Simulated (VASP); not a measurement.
A run of VASP 6.6.1 is set up as follows.

The input INCAR:

```
SYSTEM = Hf2O3
PREC = Accurate
ENCUT = 600
EDIFF = 1E-6
ISMEAR = 0
SIGMA = 0.05
LREAL = .False.
LASPH = .True.
NELM = 80
ALGO = Normal
ISIF = 3
LWAVE = .False.
LCHARG = .False.
GGA = PE
IBRION = 2
NSW = 60
EDIFFG = -0.005
```

The input KPOINTS:

```
regular mesh
0
Gamma
  4 4 4
  0 0 0
```

File POSCAR:

```
Hf2O3
1.0
    5.0800000000      0.0000000000      0.0000000000
    0.0000000000      5.0800000000      0.0000000000
    0.0000000000      0.0000000000      5.0800000000
Hf O
4 6
Direct
    0.0000000000      0.0000000000      0.0000000000
    0.0000000000      0.5000000000      0.5000000000
    0.5000000000      0.0000000000      0.5000000000
    0.5000000000      0.5000000000      0.0000000000
    0.2500000000      0.2500000000      0.7500000000
    0.2500000000      0.7500000000      0.2500000000
    0.7500000000      0.2500000000      0.2500000000
    0.7500000000      0.2500000000      0.7500000000
    0.7500000000      0.7500000000      0.2500000000
    0.7500000000      0.7500000000      0.7500000000
```

Potentials or basis: VASP PAW PBE potentials, release 64 (Hf_pv, O).

Run with:

```bash
$ cat potpaw_PBE.64/Hf_pv/POTCAR potpaw_PBE.64/O/POTCAR > POTCAR
$ mpirun -np 1 vasp_std > vasp.out
```

Question: What does it give for the space group after relaxing (to 0.05 Å)?

Answer: P-4m2 (No. 115).

Question: Estimate the band gap on the k mesh.

Answer: None (metal or under the smearing width).

Question: Predict the relaxed cell.

Answer: a = 5.025 Å, b = 5.023 Å, c = 5.023 Å, α = 90.00°, β = 90.00°, γ = 90.00°.

Final structure:
```yaml
crystal:
  lattice:
    - [5.02515, 0.00000, 0.00000]
    - [0.00000, 5.02322, 0.00000]
    - [0.00000, 0.00000, 5.02322]
  atoms:
    - { symbol: Hf, position: [0.99961, 0.00000, 0.00000] }
    - { symbol: Hf, position: [0.99961, 0.50000, 0.50000] }
    - { symbol: Hf, position: [0.50039, 0.00000, 0.50000] }
    - { symbol: Hf, position: [0.50039, 0.50000, 0.00000] }
    - { symbol: O, position: [0.25000, 0.25000, 0.75000] }
    - { symbol: O, position: [0.25000, 0.75000, 0.25000] }
    - { symbol: O, position: [0.75000, 0.25000, 0.25000] }
    - { symbol: O, position: [0.75000, 0.25000, 0.75000] }
    - { symbol: O, position: [0.75000, 0.75000, 0.25000] }
    - { symbol: O, position: [0.75000, 0.75000, 0.75000] }
```

Spin-orbit coupling is left out, which matters for the levels of Hf.
